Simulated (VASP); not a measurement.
Consider the following.

```
CELL_PARAMETERS angstrom
      0.00000     2.04000     2.04000
      2.04000     0.00000     2.04000
      2.04000     2.04000     0.00000
ATOMIC_POSITIONS crystal
  Li 0.00000 0.00000 0.00000
  H  0.50000 0.50000 0.50000
```

Level of theory: PBE GGA, VASP's PBE PAW potentials (set 64) (plane waves; VASP 6.6.1). Settings: PREC = Normal, 500 eV cut-off, 4×4×4 Γ-centred mesh, Gaussian smearing of 0.010 eV, potentials Li_sv_GW H_GW.

### Question
Give the stress tensor in GPa (positive for a compressed cell).

### Answer

```
-3.30   0.00   0.00
 0.00  -3.30   0.00
 0.00   0.00  -3.30
```
The pressure is its mean diagonal, -3.30 GPa.

The compound is LiH in the rock salt structure. The cell was not relaxed at this level. The k-mesh is coarse (spacing up to 0.67 per Å, 2π included), so the numbers may not be converged in it.
